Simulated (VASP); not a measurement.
Data:

```xyz
5
Lattice="3.9399 0.0000 0.0000 0.0000 3.9399 0.0000 0.0000 0.0000 3.9964" Properties=species:S:1:pos:R:3 pbc="T T T"
Ba     1.9700     1.9700     2.3165
Ti     0.0000     0.0000     0.3703
O      3.9399     1.9700     0.2601
O      1.9700     0.0000     0.2601
O      0.0000     0.0000     2.2282
```

Calculation: LDA (Ceperley-Alder, Perdew-Zunger), VASP's LDA PAW potentials (set 64) (plane waves; VASP). Numerical set-up: 520 eV cut-off, 6×6×6 Γ-centred mesh, tetrahedra with Blöchl corrections, potentials Ba_sv Ti_sv O.

Unless said otherwise, spin-orbit coupling is left out, though it shifts the bands of the heavy elements here.

**Question.** Tabulate the total density of states (states/eV per cell) against energy (eV; zero at the valence-band maximum or, without a gap, the Fermi level).

**Answer.** 
```
E (eV) | DOS (states/eV)
    -9.93 | ############################## 10.1
    -9.69 | ################## 5.99
    -9.57 | ################### 6.49
    -9.33 |  0.05
    -9.21 |  0.00
    -8.97 |  0.00
    -8.73 |  0.00
    -8.61 |  0.00
    -8.37 |  0.00
    -8.25 |  0.00
    -8.01 |  0.00
    -7.77 |  0.00
    -7.65 |  0.00
    -7.41 |  0.00
    -7.29 |  0.00
    -7.05 |  0.00
    -6.81 |  0.00
    -6.69 |  0.00
    -6.45 |  0.00
    -6.33 |  0.00
    -6.09 |  0.00
    -5.97 |  0.00
    -5.73 |  0.00
    -5.49 |  0.00
    -5.37 |  0.00
    -5.13 |  0.00
    -5.01 |  0.00
    -4.77 |  0.00
    -4.53 | # 0.18
    -4.41 | #### 1.37
    -4.17 | ########### 3.76
    -4.05 | ######### 3.04
    -3.81 | ########### 3.55
    -3.57 | ############### 5.13
    -3.45 | ########## 3.42
    -3.21 | ######### 3.09
    -3.09 | ########### 3.81
    -2.85 | ####################### 7.77
    -2.61 | ###################### 7.23
    -2.49 | ################### 6.44
    -2.25 | ########## 3.48
    -2.13 | ######### 3.03
    -1.89 | ############ 3.87
    -1.65 | ###### 2.11
    -1.53 | #### 1.24
    -1.29 | ######## 2.63
    -1.17 | ################ 5.26
    -0.93 | ######################## 7.99
    -0.69 | ################# 5.81
    -0.57 | ############## 4.71
    -0.33 | ######## 2.75
    -0.21 | #### 1.34
     0.03 |  0.04
     0.27 |  0.00
     0.39 |  0.00
     0.63 |  0.00
     0.75 |  0.00
     0.99 |  0.00
     1.23 |  0.00
     1.35 |  0.00
     1.59 |  0.00
     1.71 |  0.00
     1.95 |  0.14
     2.07 | # 0.31
     2.31 | ### 1.10
     2.55 | ###### 1.93
     2.67 | ###### 1.88
     2.91 | ###### 1.98
     3.03 | ###### 2.17
     3.27 | ######### 3.18
     3.51 | ################ 5.52
     3.63 | ################### 6.22
     3.87 | ########### 3.84
     3.99 | ######### 2.92
     4.23 | ## 0.68
     4.47 | ## 0.55
     4.59 | ## 0.79
     4.83 | ### 1.14
     4.95 | #### 1.33
     5.19 | #### 1.43
```
Within 2 eV below the valence-band maximum the largest weight inside VASP's projection spheres is O p.

The structure comes from a computed database's BaTiO3 entry (P4mm); how it stands against other phases isn't given here. It was relaxed first, which changed the volume by -5 %.
